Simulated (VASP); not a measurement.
```xyz
12
Lattice="4.0727 0.0000 0.0000 0.0000 5.0306 0.0000 0.0000 0.0000 4.4854" Properties=species:S:1:pos:R:3 pbc="T T T"
Si     2.0364     1.7485     3.3641
Si     2.0364     3.2820     1.1214
Si     0.0000     0.7668     1.1214
Si     0.0000     4.2638     3.3641
O      1.0947     3.1082     2.6037
O      2.9781     1.9224     1.8818
O      0.9417     4.4376     0.3609
O      3.1310     0.5929     4.1245
O      3.1310     4.4376     1.8818
O      0.9417     0.5929     2.6037
O      2.9781     3.1082     4.1245
O      1.0947     1.9224     0.3609
```

The numbers are results of r2SCAN meta-GGA, VASP's PBE PAW potentials (set 64) (plane waves; VASP), not measurements. Settings: 520 eV cut-off, 6×5×6 Γ-centred mesh, tetrahedra with Blöchl corrections, potentials Si O.

**Question.** Give the energies of bands 23 to 36 at the high-symmetry points, in eV from the valence-band maximum.

**Answer.** 
```tsv
band	Γ	X	S	Y	Z	U	R	T
23	-3.71	-3.05	-2.94	-3.16	-3.02	-3.52	-3.09	-3.65
24	-2.81	-3.05	-2.94	-3.16	-3.02	-3.52	-3.09	-3.65
25	-2.76	-2.28	-2.50	-3.04	-2.63	-1.95	-2.48	-2.72
26	-2.49	-2.28	-2.50	-3.04	-2.63	-1.95	-2.48	-2.72
27	-1.78	-1.70	-1.83	-2.13	-1.36	-1.95	-2.48	-2.72
28	-1.52	-1.70	-1.83	-2.13	-1.36	-1.95	-2.48	-2.72
29	-0.80	-0.56	-1.22	-1.75	-0.77	-0.81	-1.04	-0.79
30	-0.40	-0.56	-1.22	-1.75	-0.77	-0.81	-1.04	-0.79
31	-0.36	-0.40	-0.51	-0.24	-0.49	-0.81	-1.04	-0.79
32	0.00	-0.40	-0.51	-0.24	-0.49	-0.81	-1.04	-0.79
33	6.73	8.87	9.30	8.63	8.94	8.75	9.37	10.03
34	8.73	8.87	9.30	8.63	8.94	8.75	9.37	10.03
35	9.89	9.32	10.46	10.97	9.26	8.75	9.37	10.03
36	10.07	9.32	10.46	10.97	9.26	8.75	9.37	10.03
```

The gap is direct, 6.73 eV, from the valence maximum at Γ to the conduction minimum at Γ.

The structure comes from a computed database's SiO2 entry (Pbcn); how it stands against other phases isn't given here. It was relaxed first.
